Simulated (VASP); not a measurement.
Calculation: optB86b-vdW, VASP's PBE PAW potentials (set 64) (plane waves; VASP).

VASP input:

KPOINTS:
```
Automatic mesh
0
Gamma
8 8 8
0 0 0
```

### POSCAR
```
CdSe
1
    0.0000000000     3.0744098281     3.0744098281
    3.0744098281     0.0000000000     3.0744098281
    3.0744098281     3.0744098281     0.0000000000
Cd Se
1 1
Direct
  0.0000000000   0.0000000000   0.0000000000
  0.2500000000   0.2500000000   0.2500000000
```

### INCAR
```
! general
SYSTEM  =CdSe
PREC    =Accurate
ENCUT   =520   ! plane-wave cut-off (eV)
LREAL   =.False.
LASPH   =.True.   ! aspherical one-centre terms

! electronic loop
EDIFF   =1E-7   ! SCF stop (eV)
NELM    =100   ! most electronic steps
ALGO    =Normal   ! blocked Davidson
LMAXMIX =4   ! l cut-off of mixed one-centre charges

! smearing
ISMEAR  =0   ! Gaussian
SIGMA   =0.05   ! width (eV)

! functional
GGA     =MK
LUSE_VDW=.True.
AGGAC   =0.0
PARAM1  =0.1234
PARAM2  =1.0

! ions
ISIF    =2   ! forces and stress, cell fixed

! output
LWAVE   =.False.
LCHARG  =.False.
```

POTCAR, in this order: Cd Se (PBE.64 set). Program: vasp_std.

Output

File OSZICAR:
```
       N       E                     dE             d eps       ncg     rms          rms(c)
DAV:   1     0.112404496861E+03    0.11240E+03   -0.88597E+03   754   0.124E+03
DAV:   2     0.345506076235E+01   -0.10895E+03   -0.10422E+03   879   0.290E+02
DAV:   3    -0.104295172112E+01   -0.44980E+01   -0.44869E+01   879   0.615E+01
DAV:   4    -0.106530868728E+01   -0.22357E-01   -0.22354E-01   864   0.433E+00
DAV:   5    -0.106545100604E+01   -0.14232E-03   -0.14232E-03   874   0.312E-01    0.585E+00
DAV:   6    -0.702279605216E+00    0.36317E+00   -0.71000E-01   990   0.110E+01    0.463E+00
DAV:   7    -0.683736258303E+00    0.18543E-01   -0.15202E-01   794   0.299E+00    0.208E+00
DAV:   8    -0.684215475768E+00   -0.47922E-03   -0.13383E-02   794   0.172E+00    0.227E-01
DAV:   9    -0.684262085540E+00   -0.46610E-04   -0.18852E-03   854   0.643E-01    0.468E-02
DAV:  10    -0.684303185745E+00   -0.41100E-04   -0.20571E-04   789   0.213E-01    0.426E-02
DAV:  11    -0.684331477469E+00   -0.28292E-04   -0.56313E-05   774   0.683E-02    0.147E-02
DAV:  12    -0.684330374592E+00    0.11029E-05   -0.66523E-06   840   0.371E-02    0.429E-03
DAV:  13    -0.684330554774E+00   -0.18018E-06   -0.11853E-06   779   0.907E-03    0.306E-03
DAV:  14    -0.684330552944E+00    0.18299E-08   -0.90067E-08   612   0.263E-03
   1 F= -.68433055E+00 E0= -.68433055E+00  d E =-.550584E-11
```

OUTCAR:
```
------------------------ aborting loop because EDIFF is reached ----------------------------------------
  FORCE on cell =-STRESS in cart. coord.  units (eV):
  Direction    XX          YY          ZZ          XY          YZ          ZX
  --------------------------------------------------------------------------------------
  Total        0.0023999      0.0023999      0.0023999      0.0000000     -0.0000000      0.0000000
  in kB        0.0661600      0.0661600      0.0661600      0.0000000     -0.0000000      0.0000000
  external PRESSURE =       0.0661600 kB  Pullay stress =       0.0000000 kB
  volume of cell :       58.12
      direct lattice vectors                 reciprocal lattice vectors
     0.000000000  3.074409828  3.074409828    -0.162632839  0.162632839  0.162632839
     3.074409828  0.000000000  3.074409828     0.162632839 -0.162632839  0.162632839
     3.074409828  3.074409828  0.000000000     0.162632839  0.162632839 -0.162632839
  FREE ENERGIE OF THE ION-ELECTRON SYSTEM (eV)
  ---------------------------------------------------
  free  energy   TOTEN  =        -0.6843305529 eV

  energy  without entropy=       -0.6843305529  energy(sigma->0) =       -0.68433055
```
(Selected blocks of OUTCAR.)

The compound is CdSe in the zinc blende structure, whereas wurtzite is the usual form. It was relaxed first.
